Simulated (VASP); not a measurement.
AlN, 4 atoms in the cell. It takes space group P6_3mc (No. 186, hexagonal). The conventional cell has a = 3.113 Å, b = 3.113 Å, c = 4.981 Å, α = 90.00°, β = 90.00°, γ = 120.00°. Around Al (site symmetry 3m) lie 4 N at 1.89 Å. N (site symmetry 3m) is surrounded by 4 Al at 1.89 Å. 

```yaml
Program: VASP 6.6.1
Task: relaxation of cell and atoms
Functional: PBE
Potentials_or_basis: VASP PAW PBE potentials, release 64 (Al, N)
Cutoff: 520 eV
k_mesh: 18 × 18 × 10
Occupations: gaussian, width 0.02 eV
Spin: no spin polarisation
Further_INCAR_settings: ALGO = Normal; EDIFF = 1e-07; IBRION = 2; EDIFFG = -0.002; NSW = 80; ISIF = 3
```

Potentials or basis: VASP PAW PBE potentials, release 64 (Al, N).

Command:

```console
$ cat potpaw_PBE.64/Al/POTCAR potpaw_PBE.64/N/POTCAR > POTCAR
$ mpirun -np 1 vasp_std > vasp.out
```

Hardware: 1 thread of Intel(R) Xeon(R) 6975P-C (Granite Rapids) (shared host).

Problem. Estimate the wall time of this run.

Solution. Run time: 110 s on 1 thread of Intel(R) Xeon(R) 6975P-C (Granite Rapids), with other jobs on the host, peak memory 0.24 GiB. Counts: scf iterations 48, k points 222, ion steps 8.
